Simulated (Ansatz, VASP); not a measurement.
## One calculation of Hg5O3, two programs

```
CELL_PARAMETERS angstrom
-3.23241 3.23241 3.23241
3.23241 -3.23241 3.23241
3.23241 3.23241 -3.23241
ATOMIC_POSITIONS crystal
Hg 0.00000 0.00000 0.00000
Hg 0.00000 0.00000 0.50000
Hg 0.00000 0.50000 0.00000
Hg 0.50000 0.00000 0.00000
Hg 0.50000 0.50000 0.50000
O 0.00000 0.50000 0.50000
O 0.50000 0.50000 0.00000
O 0.50000 0.00000 0.50000
```

Change from the starting cell: species swapped into the Fe5Co3 type (Im-3m, No. 229).

Alike in both runs: functional PBE; k mesh 4 × 4 × 4; occupations gaussian, width 0.1 eV; no spin polarisation.

Ansatz relaxed the structure, and its values are those at the end. VASP's run is a single point on that final structure, the one shown.

```csv
,VASP,Ansatz
version,VASP 6.6.1,Ansatz 0.2.0
potentials or method,"VASP PAW PBE potentials, release 64 (Hg, O)","scalar-relativistic, plane waves, PAW"
plane-wave cutoff (eV),520,420
valence electrons in the cell,78,118
```

```tsv
	VASP	Ansatz	Ansatz less VASP
gap on the k mesh at the Fermi level (eV)	none	none	-
pressure (GPa)	0.6	-0.1	-0.71
```

A gap of «none» marks a metal or a gap that the smearing closes. The two sets of potentials don't hold the same shells in valence.

Spin-orbit coupling is left out, which matters for the levels of Hg.
